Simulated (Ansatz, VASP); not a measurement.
**TiRh: VASP beside Ansatz**

```
Ti Rh
1.0
     2.95944    0.00000    0.00000
     0.00000    2.95944    0.00000
     0.00000    0.00000    3.27096
Ti Rh
1 1
Direct
  0.50000 0.50000 0.50000
  0.00000 0.00000 0.00000
```

Change from the starting cell: strain -0.050 along x and y, +0.050 along z, atoms carried along.

Alike in both runs: task single point; functional LDA; k mesh 16 × 16 × 16; occupations gaussian, width 0.15 eV; no spin polarisation.

```csv
,VASP,Ansatz
version,VASP 6.6.1,Ansatz 0.2.0
potentials or method,"VASP PAW LDA potentials, release 64 (Ti_sv, Rh_pv)","scalar-relativistic, plane waves, PAW"
plane-wave cutoff (eV),520,420
valence electrons in the cell,27,29
```

```tsv
	VASP	Ansatz	Ansatz less VASP
gap on the k mesh at the Fermi level (eV)	none	none	-
pressure (GPa)	-3.3	-3.7	-0.45
largest component of the traceless stress (GPa)	2.21	2.22	+0.011
```

A gap of «none» marks a metal or a gap that the smearing closes. The two sets of potentials don't hold the same shells in valence.
